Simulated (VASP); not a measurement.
A run of VASP 6.6.1 is set up as follows.

Contents of INCAR:

```
SYSTEM = PtSe2
PREC = Accurate
ENCUT = 700
EDIFF = 1E-7
ISMEAR = 0
SIGMA = 0.02
LREAL = .FALSE.
LASPH = .TRUE.
NELM = 100
ALGO = Normal
ISIF = 3
LWAVE = .FALSE.
LCHARG = .FALSE.
GGA = PE
IVDW = 12
IBRION = 2
NSW = 80
EDIFFG = -0.002
KPAR = 4
```

Contents of KPOINTS:

```
regular mesh
0
G
  9 9 6
  0 0 0
```

POSCAR

```
PtSe2                                   
1.0
    3.7695349804     -0.0000000000      0.0000000000
   -1.8847674902      3.2645130496     -0.0000000000
    0.0000000000      0.0000000000      4.8257692931
  Pt              Se            
     1     2
Direct
     0.0000000000000000    0.0000000000000000    0.0000000000000000
     0.3333333300000021    0.6666666699999979    0.2657285215995123
     0.6666666699999979    0.3333333300000021    0.7342714784004878
```

Potentials or basis: VASP PAW PBE potentials, release 64 (Pt, Se).

Run with:

```sh
$ cat potpaw_PBE.64/Pt/POTCAR potpaw_PBE.64/Se/POTCAR > POTCAR
$ mpirun -np 4 vasp_std > vasp.out
```

**Question.** What does it give for the band gap on the k mesh?

**Answer.** None (metal or under the smearing width).

**Question.** Estimate the dispersion energy per atom.

**Answer.** -0.490 eV.

Final structure:
```xyz
3
Lattice="3.7695 0.0000 0.0000 -1.8848 3.2645 0.0000 0.0000 0.0000 4.8258" Properties=species:S:1:pos:R:3 pbc="T T T"
Pt    0.0000    0.0000    0.0000
Se    0.0000    2.1763    1.2823
Se    1.8848    1.0882    3.5434
```

Caveat: the relaxation stopped at its first step, so nothing moved. Spin-orbit coupling is left out, which matters for the levels of Pt.
